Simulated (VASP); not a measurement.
## PBr under changes of volume

One of the cells (40.775 Å³/atom); the others are scaled copies at fixed shape and fractional positions:

```
Br P
1.0
     4.97127    0.00000    0.00000
    -2.07605    5.22890    0.00000
    -0.70140   -0.65809    6.27454
Br P
2 2
Direct
  0.66580 0.85501 0.24276
  0.33420 0.14499 0.75724
  0.64072 0.49976 0.63187
  0.35928 0.50024 0.36813
```

The cell comes from a database or a generator and needn't be the stable form of this composition.

- Program: VASP 6.6.1
- Functional: PBE
- Potentials or basis: VASP PAW PBE potentials, release 64 (Br, P)
- Cutoff: 520 eV
- k mesh: 6 × 5 × 5
- Occupations: fermi-dirac, width 0.05 eV
- Spin: no spin polarisation

| volume (Å³/atom) | energy over the lowest point (meV/atom) | pressure (GPa) | largest force (eV/Å) |
| --- | --- | --- | --- |
| 37.577 | ? | ? | ? |
| 38.377 | 5.84 | 1.3 | 0.606 |
| 39.176 | 1.08 | 0.6 | 0.280 |
| 40.775 | 0.00 | -0.4 | 0.315 |
| 41.575 | 3.13 | -0.9 | 0.577 |
| 42.375 | 8.39 | -1.3 | 0.823 |

Problem. What does the run at 37.577 Å³/atom give?

Solution. Energy over the lowest point 13.84 meV/atom; pressure 1.9 GPa; largest force 0.959 eV/Å.

Worked out: A Birch-Murnaghan fit of order 3 (a polynomial in V^(-2/3)) to the other rows has its minimum at 40.13 Å³/atom with B0 = V·E''(V) = 26 GPa and B' = 4.3 at fixed shape and positions, which overstates the stiffness. It gives 13.85 meV/atom at 37.577 Å³/atom, against the run's 13.84, and -dE/dV = 2.0 GPa, against 1.9.

Energies are extrapolated to zero smearing.
